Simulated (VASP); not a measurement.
```xyz
2
Lattice="0.0000 2.1175 2.1175 2.1175 0.0000 2.1175 2.1175 2.1175 0.0000" Properties=species:S:1:pos:R:3 pbc="T T T"
Ti     0.0000     0.0000     0.0000
N      2.1175     2.1175     2.1175
```

Computed with SCAN meta-GGA, VASP's PBE PAW potentials (set 64) (plane waves; VASP). Numerical set-up: 520 eV cut-off, 10×10×10 Γ-centred mesh, Gaussian smearing of 0.050 eV, potentials Ti_sv N.

Problem. What does the run give for the energy per atom (σ→0), band gap (on the k-mesh) with the smallest direct gap where there is one?

Solution. 
The band gap (on the k-mesh) is none (metal, semimetal or under 0.01 eV) and the energy per atom (σ→0) is -14.657 eV/atom.

Only differences to runs with the same potentials and settings are physical.

The structure comes from a measured TiN entry (Fm-3m) of the Crystallography Open Database, whose conditions weren't checked. The cell was not relaxed at this level. The electron count is odd and the run is not spin-polarised, which forces a metal.
